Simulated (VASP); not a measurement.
Crystal: LiLuSe2.

```xyz
16
Lattice="0.0000 5.6239 5.6239 5.6239 0.0000 5.6239 5.6239 5.6239 0.0000" Properties=species:S:1:pos:R:3 pbc="T T T"
Li    1.4060    1.4060    1.4060
Li    1.4060    4.2179    4.2179
Li    4.2179    4.2179    1.4060
Li    4.2179    1.4060    4.2179
Lu    7.0299    7.0299    7.0299
Lu    7.0299    4.2179    4.2179
Lu    4.2179    4.2179    7.0299
Lu    4.2179    7.0299    4.2179
Se    4.2530    4.2530    4.2530
Se    9.8067    7.0650    7.0650
Se    6.9948    6.9948    4.2530
Se    7.0650    9.8067    7.0650
Se    4.2530    6.9948    6.9948
Se    9.8067    9.8067    9.8067
Se    6.9948    4.2530    6.9948
Se    7.0650    7.0650    9.8067
```

The cell was built by a generator and needn't be a form met in nature.

- Program: VASP 6.6.1
- Task: relaxation of cell and atoms
- Functional: PBE
- Potentials or basis: VASP PAW PBE potentials, release 64 (Li_sv, Lu, Se)
- Cutoff: 600 eV
- k mesh: 4 × 4 × 4
- Occupations: gaussian, width 0.03 eV
- Spin: no spin polarisation

At the start: pressure 2.0 GPa; volume 22.23 Å³/atom.

Question: Where does the relaxation end?

Answer: Over 5 steps the energy falls by 9.4 meV/atom and the volume is 22.46 Å³/atom (+1.0 %); space group Fd-3m (No. 227, to 0.05 Å).

Step by step:
| step | energy change (eV) | largest force (eV/Å) | pressure (GPa) | volume (Å³) |
| --- | --- | --- | --- | --- |
| 1 | 0.0000 | 0.5619 | 1.95 | 355.75 |
| 2 | -0.1055 | 0.0802 | -0.99 | 369.90 |
| 3 | -0.1131 | 0.1755 | -0.45 | 366.89 |
| 4 | -0.1306 | 0.1283 | -0.31 | 364.74 |
| 5 | -0.1500 | 0.0071 | -0.03 | 359.39 |

Final structure:
```
CELL_PARAMETERS angstrom
0.00000 5.64305 5.64305
5.64305 0.00000 5.64305
5.64305 5.64305 0.00000
ATOMIC_POSITIONS crystal
Li 0.12500 0.12500 0.12500
Li 0.62500 0.12500 0.12500
Li 0.12500 0.12500 0.62500
Li 0.12500 0.62500 0.12500
Lu 0.62500 0.62500 0.62500
Lu 0.12500 0.62500 0.62500
Lu 0.62500 0.62500 0.12500
Lu 0.62500 0.12500 0.62500
Se 0.37518 0.37518 0.37518
Se 0.37555 0.87482 0.87482
Se 0.37518 0.37518 0.87445
Se 0.87482 0.37555 0.87482
Se 0.87445 0.37518 0.37518
Se 0.87482 0.87482 0.87482
Se 0.37518 0.87445 0.37518
Se 0.87482 0.87482 0.37555
```

Caveat: the cutoff is under 1.25 times the usual one of these potentials, so pressure, stress and relaxed cells hold a basis-set (Pulay) error.
